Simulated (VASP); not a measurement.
VASP ran on this input.

INCAR:
```
SYSTEM = NbN
PREC = Accurate
ENCUT = 520
EDIFF = 1E-6
NELM = 100
ALGO = Normal
LREAL = .FALSE.
LASPH = .TRUE.
ISMEAR = 1
SIGMA = 0.1
GGA = PE
LMAXMIX = 4
LWAVE = .FALSE.
LCHARG = .FALSE.
ISIF = 2
```

### KPOINTS
```
Regular mesh
0
G
  13 13 13
```

### POSCAR
```
NbN
1
    0.0000000000     2.2389000000     2.2389000000
    2.2389000000     0.0000000000     2.2389000000
    2.2389000000     2.2389000000     0.0000000000
Nb N
1 1
Direct
  0.0000000000   0.0000000000   0.0000000000
  0.5000000000   0.5000000000   0.5000000000
```

POTCAR, in this order: Nb_sv N (PBE.64 set). Program: vasp_std.

Problem. Translate this PBE calculation to Quantum ESPRESSO's pw.x.

Solution. One equivalent input (not run):
```
&CONTROL
  calculation = 'scf'
  pseudo_dir = './pseudo'
  outdir = './out'
  tprnfor = .true.
  tstress = .true.
/
&SYSTEM
  ibrav = 0
  nat = 2
  ntyp = 2
  ecutwfc = 84
  occupations = 'smearing'
  smearing = 'methfessel-paxton'
  degauss = 0.00735
  input_dft = 'pbe'
/
&ELECTRONS
  conv_thr = 7.3e-08
  electron_maxstep = 100
/
ATOMIC_SPECIES
  Nb 92.906 Nb.upf
  N 14.007 N.upf
CELL_PARAMETERS angstrom
     0.0000000    2.2389000    2.2389000
     2.2389000    0.0000000    2.2389000
     2.2389000    2.2389000    0.0000000
ATOMIC_POSITIONS crystal
  Nb   0.0000000  0.0000000  0.0000000
  N    0.5000000  0.5000000  0.5000000
K_POINTS automatic
  13 13 13 0 0 0
```
What does not carry over: the potentials are each code's own (VASP's PAW set, PseudoDojo norm-conserving files in pw.x), so ENCUT and ecutwfc are chosen apart and not converted; conv_thr bounds pw.x's estimated SCF error, while EDIFF bounds the energy change between steps.

The compound is NbN in the rock salt structure, the cubic δ form, which competes with hexagonal ones. The cell was not relaxed at this level.
